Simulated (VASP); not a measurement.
All values below come from PBEsol GGA, VASP's PBE PAW potentials (set 64) (plane waves; VASP).

A VASP calculation is set up with these files.

**KPOINTS**
```
Regular mesh
0
G
  10 10 10
0 0 0
```

INCAR:
```
# general
SYSTEM =Eu(AlZn)2
PREC   =Accurate
ENCUT  =480
LREAL  =.FALSE.
LASPH  =.TRUE.

# electronic loop
EDIFF  =1E-7
NELM   =100
ALGO   =Normal
LMAXMIX=6

# smearing
ISMEAR =1
SIGMA  =0.1

# functional
GGA    =PS

# ions
IBRION =2
NSW    =30
ISIF   =2
EDIFFG =-0.01

# output
LWAVE  =.FALSE.
LCHARG =.FALSE.
```

POSCAR:
```
Eu(AlZn)2
1.0
 -2.0864725643   2.0864725643   5.5792989914
  2.0864725643  -2.0864725643   5.5792989914
  2.0864725643   2.0864725643  -5.5792989914
Eu Al Zn
1 2 2
Direct
  0.0000000000   0.0000000000   0.0000000000
  0.7500000000   0.2500000000   0.5000000000
  0.2500000000   0.7500000000   0.5000000000
  0.6093724234   0.6093724234   0.0000000000
  0.3906275766   0.3906275766   1.0000000000
```

POTCAR, in this order: Eu_2 Al Zn (PBE.64 set). Program: vasp_std.

The run wrote:

OSZICAR:
```
       N       E                     dE             d eps       ncg     rms          rms(c)
DAV:   1     0.201129972893E+03    0.20113E+03   -0.16096E+04  4836   0.169E+03
DAV:   2    -0.567743862983E+01   -0.20681E+03   -0.20458E+03  6662   0.432E+02
DAV:   3    -0.159862766064E+02   -0.10309E+02   -0.10040E+02  6388   0.916E+01
DAV:   4    -0.161994675306E+02   -0.21319E+00   -0.21245E+00  6180   0.122E+01
DAV:   5    -0.162066060607E+02   -0.71385E-02   -0.71366E-02  6977   0.223E+00    0.163E+01
DAV:   6    -0.155506735850E+02    0.65593E+00   -0.62105E+00  6036   0.479E+01    0.938E+00
DAV:   7    -0.155058255454E+02    0.44848E-01   -0.90124E-01  5975   0.160E+01    0.411E+00
DAV:   8    -0.154936124169E+02    0.12213E-01   -0.64983E-02  6381   0.334E+00    0.339E-01
DAV:   9    -0.154934585601E+02    0.15386E-03   -0.11361E-02  7338   0.105E+00    0.210E-01
DAV:  10    -0.154934300265E+02    0.28534E-04   -0.11439E-03  6280   0.252E-01    0.793E-02
DAV:  11    -0.154934275108E+02    0.25157E-05   -0.11352E-04  7662   0.131E-01    0.764E-02
DAV:  12    -0.154934270992E+02    0.41153E-06   -0.13052E-05  6419   0.372E-02    0.269E-02
DAV:  13    -0.154934261392E+02    0.96008E-06   -0.82551E-06  6733   0.217E-02    0.106E-02
DAV:  14    -0.154934261099E+02    0.29277E-07   -0.55661E-07  5630   0.544E-03
   1 F= -.15493426E+02 E0= -.15493720E+02  d E =-.154934E+02
       N       E                     dE             d eps       ncg     rms          rms(c)
DAV:   1    -0.154936104029E+02   -0.18426E-03   -0.68367E-02  4720   0.165E+00    0.220E-02
DAV:   2    -0.154936272288E+02   -0.16826E-04   -0.19367E-04  7586   0.175E-01    0.140E-02
DAV:   3    -0.154936261506E+02    0.10782E-05   -0.17740E-06  5854   0.131E-02    0.558E-03
DAV:   4    -0.154936259418E+02    0.20872E-06   -0.47282E-07  5510   0.869E-03    0.983E-04
DAV:   5    -0.154936259384E+02    0.34197E-08   -0.74569E-08  2871   0.410E-03
   2 F= -.15493626E+02 E0= -.15493919E+02  d E =-.199829E-03
       N       E                     dE             d eps       ncg     rms          rms(c)
DAV:   1    -0.154936483855E+02   -0.22444E-04   -0.38726E-02  4706   0.124E+00    0.158E-02
DAV:   2    -0.154936576472E+02   -0.92617E-05   -0.10690E-04  7571   0.129E-01    0.105E-02
DAV:   3    -0.154936570635E+02    0.58367E-06   -0.10246E-06  5827   0.106E-02    0.431E-03
DAV:   4    -0.154936569538E+02    0.10972E-06   -0.27406E-07  4294   0.707E-03    0.797E-04
DAV:   5    -0.154936569540E+02   -0.22283E-09   -0.53634E-08  2717   0.366E-03
   3 F= -.15493657E+02 E0= -.15493949E+02  d E =-.230844E-03
```

File OUTCAR:
```
------------------------ aborting loop because EDIFF is reached ----------------------------------------
  FORCE on cell =-STRESS in cart. coord.  units (eV):
  Direction    XX          YY          ZZ          XY          YZ          ZX
  --------------------------------------------------------------------------------------
  Total       -1.3596675     -1.3596675     -0.4765962      0.0000000      0.0000000     -0.0000000
  in kB      -22.4222052    -22.4222052     -7.8595230      0.0000000      0.0000000     -0.0000000
  external PRESSURE =     -17.5679778 kB  Pullay stress =       0.0000000 kB
  volume of cell :       97.15
      direct lattice vectors                 reciprocal lattice vectors
    -2.086472564  2.086472564  5.579298991     0.000000000  0.239638905  0.089616993
     2.086472564 -2.086472564  5.579298991     0.239638905  0.000000000  0.089616993
     2.086472564  2.086472564 -5.579298991     0.239638905  0.239638905  0.000000000
 POSITION                                       TOTAL-FORCE (eV/Angst)
 -----------------------------------------------------------------------------------
      0.00000      0.00000      0.00000        -0.000000     -0.000000     -0.000000
      0.00000      2.08647      2.78965        -0.000000     -0.000000     -0.000000
      2.08647      0.00000      2.78965        -0.000000     -0.000000     -0.000000
      0.00000      0.00000      6.80431         0.000000      0.000000     -0.000507
      0.00000      0.00000      4.35429         0.000000      0.000000      0.000507
 -----------------------------------------------------------------------------------
    total drift:                               -0.000000     -0.000000      0.000000
  FREE ENERGIE OF THE ION-ELECTRON SYSTEM (eV)
  ---------------------------------------------------
  free  energy   TOTEN  =       -15.4936569540 eV

  energy  without entropy=      -15.4945340945  energy(sigma->0) =      -15.49394933

 reached required accuracy - stopping structural energy minimisation
```
(Selected blocks of OUTCAR.)

CONTCAR:
```
Eu(AlZn)2
   1.00000000000000
    -2.0864725643000002    2.0864725643000002    5.5792989914000000
     2.0864725643000002   -2.0864725643000002    5.5792989914000000
     2.0864725643000002    2.0864725643000002   -5.5792989914000000
  Eu              Al              Zn
     1     2     2
Direct
     0.0000000000000000    0.0000000000000000    0.0000000000000000
     0.7500000000000000    0.2500000000000000    0.5000000000000000
     0.2500000000000000    0.7500000000000000    0.5000000000000000
     0.6097819021236369    0.6097819021236369    0.0000000000000000
     0.3902180978763631    0.3902180978763631    0.0000000000000000
```

The 4f electrons are frozen in the core of the lanthanide potential, so 4f levels, which can set the real gap, and their magnetism are missing.

The structure comes from a computed database's Al2EuZn2 entry (I4/mmm); how it stands against other phases isn't given here. This cell was strained or had an atom moved on purpose. Symmetry was kept, so distortions that lower it aren't found.
